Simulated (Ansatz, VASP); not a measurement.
One calculation of Al16W, two programs

```
Al W
1.0
     8.10000    0.00000    0.00000
     0.00000    5.72757    0.00000
     0.00000    0.00000   16.29567
Al W
16 1
Direct
  0.25000 0.25000 0.06137
  0.75000 0.25000 0.06137
  0.25000 0.75000 0.06137
  0.75000 0.75000 0.06137
  0.99211 0.00829 0.14565
  0.50226 0.00524 0.13537
  0.99988 0.51421 0.14746
  0.49828 0.50940 0.13593
  0.27752 0.30866 0.22984
  0.73269 0.22892 0.22607
  0.25406 0.80476 0.22842
  0.72394 0.70670 0.23243
  0.96338 0.88194 0.31714
  0.51390 0.00354 0.31467
  0.98492 0.36960 0.31164
  0.25249 0.58935 0.38128
  0.22300 0.08868 0.36241
```

Alike in both runs: functional PBE; k mesh 2 × 3 × 1; occupations gaussian, width 0.15 eV; no spin polarisation.

Ansatz relaxed the structure, and its values are those at the end. VASP's run is a single point on that final structure, the one shown.

|  | VASP | Ansatz |
| --- | --- | --- |
| version | VASP 6.6.1 | Ansatz 0.2.0 |
| potentials or method | VASP PAW PBE potentials, release 64 (Al, W_sv) | scalar-relativistic, plane waves, PAW |
| plane-wave cutoff (eV) | 520 | 420 |
| valence electrons in the cell | 62 | 62 |

```csv
,VASP,Ansatz,Ansatz less VASP
rms of the force components (eV/Å),0.087,0.087,0.0000
```

Caveats: the k mesh is coarse (spacing up to 0.39 Å⁻¹), so the values aren't converged. The runs have no spin-orbit coupling, so splittings on W are missing.
